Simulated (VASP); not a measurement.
AlP (zinc blende), at 0.96 of the tabulated volume:

```
AlP
1.0
    0.00000     2.69310     2.69310
    2.69310     0.00000     2.69310
    2.69310     2.69310     0.00000
Al P
1 1
Direct
  0.00000   0.00000   0.00000
  0.25000   0.25000   0.25000
```

The lowest empty band near X, direction across the valley's axis, from PBE with spin-orbit coupling in VASP (PAW); its two spin partners are averaged. The gap over the points computed is 1.48 eV, and the next band on that side lies 0.96 eV away at the edge.

Settings: 400 eV cut-off, 10×10×10 Γ-centred mesh, Gaussian smearing of 0.050 eV, potentials Al P.

```json
[
 {"distance from the edge in k (1/Å)": "0.018", "distance in energy (meV)": "5.0"},
 {"distance from the edge in k (1/Å)": "0.025", "distance in energy (meV)": "9.8"},
 {"distance from the edge in k (1/Å)": "0.035", "distance in energy (meV)": "19.2"},
 {"distance from the edge in k (1/Å)": "0.050", "distance in energy (meV)": "39.1"},
 {"distance from the edge in k (1/Å)": "0.070", "distance in energy (meV)": "76.0"}
]
```

Q: Fit E(1 + αE) = ħ²k²/2m* (ħ²/2m0 = 3.810 eV Å²) and predict the row at 0.095 1/Å.

A: Least squares on the energies gives the electron mass m* = 0.242 m0 and α = 0.19 per eV, and so 138.3 meV. The run gave 138.5 meV, +0.2 meV from the fit.

Left out are points under 3 meV from the edge, since the levels carry 0.1 meV, and points farther than half the way to the next band.

The compound is AlP in the zinc blende structure. The cell was not relaxed at this level.
